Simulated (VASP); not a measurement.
Level of theory: PBEsol GGA, VASP's PBE PAW potentials (set 64) (plane waves; VASP 6.6.1).

The input files of a VASP run:

INCAR:
```
# general
SYSTEM  = NbH
PREC    = Accurate
ENCUT   = 300
LREAL   = .FALSE.
LASPH   = .TRUE.

# electronic loop
EDIFF   = 1E-6
NELM    = 100
ALGO    = Normal
LMAXMIX = 4

# smearing
ISMEAR  = 0
SIGMA   = 0.136

# functional
GGA     = PS

# ions
ISIF    = 2

# output
LWAVE   = .FALSE.
LCHARG  = .FALSE.
```

### POSCAR
```
NbH
4.827290
  0.3841126181  -0.4981443004   0.0000000000
  0.3841126181   0.4981443004   0.0000000000
  0.0000000000   0.0000000000   1.0000000000
Nb H
2 2
Cartesian
  0.3841126181  -0.2490721502   0.2688400000
  0.3841126181   0.2490721502   0.7311600000
  0.1920563090   0.0000000000   0.0000000000
  0.5761689271   0.0000000000   0.0000000000
```

File KPOINTS:
```
Automatic mesh
0
Gamma
11 11 7
0 0 0
```

POTCAR, in this order: Nb_sv H (PBE.64 set). Program: vasp_std.

Output

OSZICAR:
```
       N       E                     dE             d eps       ncg     rms          rms(c)
DAV:   1     0.194420390367E+03    0.19442E+03   -0.12556E+04  5408   0.110E+03
DAV:   2    -0.150337054805E+02   -0.20945E+03   -0.20601E+03  6680   0.442E+02
DAV:   3    -0.308138419139E+02   -0.15780E+02   -0.15528E+02  9878   0.837E+01
DAV:   4    -0.313509304625E+02   -0.53709E+00   -0.53532E+00  6940   0.152E+01
DAV:   5    -0.313731395602E+02   -0.22209E-01   -0.22160E-01  8688   0.279E+00    0.119E+01
DAV:   6    -0.294873596826E+02    0.18858E+01   -0.44444E+00  6968   0.174E+01    0.387E+00
DAV:   7    -0.292620020435E+02    0.22536E+00   -0.12994E+00  8604   0.819E+00    0.149E+00
DAV:   8    -0.292611275701E+02    0.87447E-03   -0.65723E-02  7462   0.220E+00    0.636E-01
DAV:   9    -0.292607836740E+02    0.34390E-03   -0.10004E-02  7412   0.907E-01    0.801E-02
DAV:  10    -0.292606561542E+02    0.12752E-03   -0.83261E-04  8164   0.215E-01    0.439E-02
DAV:  11    -0.292606545686E+02    0.15856E-05   -0.12972E-04  7936   0.836E-02    0.128E-02
DAV:  12    -0.292606482703E+02    0.62984E-05   -0.36393E-05  7242   0.503E-02    0.568E-03
DAV:  13    -0.292606478745E+02    0.39574E-06   -0.75796E-07  4916   0.735E-03
   1 F= -.29260648E+02 E0= -.29256165E+02  d E =-.896618E-02
```

### OUTCAR
```
------------------------ aborting loop because EDIFF is reached ----------------------------------------
  FORCE on cell =-STRESS in cart. coord.  units (eV):
  Direction    XX          YY          ZZ          XY          YZ          ZX
  --------------------------------------------------------------------------------------
  Total       -3.0910865     -2.9810289     -3.0751888      0.0000000     -0.0000000      0.0000000
  in kB     -115.0450218   -110.9488662   -114.4533359      0.0000000     -0.0000000      0.0000000
  external PRESSURE =    -113.4824080 kB  Pullay stress =       0.0000000 kB
  volume of cell :       43.05
      direct lattice vectors                 reciprocal lattice vectors
     1.854223000 -2.404687000  0.000000000     0.269654729 -0.207927269  0.000000000
     1.854223000  2.404687000  0.000000000     0.269654729  0.207927269  0.000000000
     0.000000000  0.000000000  4.827290000     0.000000000  0.000000000  0.207155568
 POSITION                                       TOTAL-FORCE (eV/Angst)
 -----------------------------------------------------------------------------------
      1.85422     -1.20234      1.29777         0.000000      0.000000     -0.067874
      1.85422      1.20234      3.52952         0.000000      0.000000      0.067874
      0.92711      0.00000      0.00000        -0.000000     -0.000000     -0.000000
      2.78133      0.00000      0.00000        -0.000000     -0.000000     -0.000000
 -----------------------------------------------------------------------------------
    total drift:                               -0.000000     -0.000000     -0.000000
  FREE ENERGIE OF THE ION-ELECTRON SYSTEM (eV)
  ---------------------------------------------------
  free  energy   TOTEN  =       -29.2606478745 eV

  energy  without entropy=      -29.2516816980  energy(sigma->0) =      -29.25616479
```
(Selected blocks of OUTCAR.)

At this cut-off the stress carries a Pulay error, which pulls relaxed volumes low.

The structure comes from a computed database's NbH entry (Cmme); how it stands against other phases isn't given here. The cell was not relaxed at this level. The run is one of a series of settings (GGA = PS, POTCAR Nb_sv H (PBE.64 set) against the base run), some of them coarse on purpose.
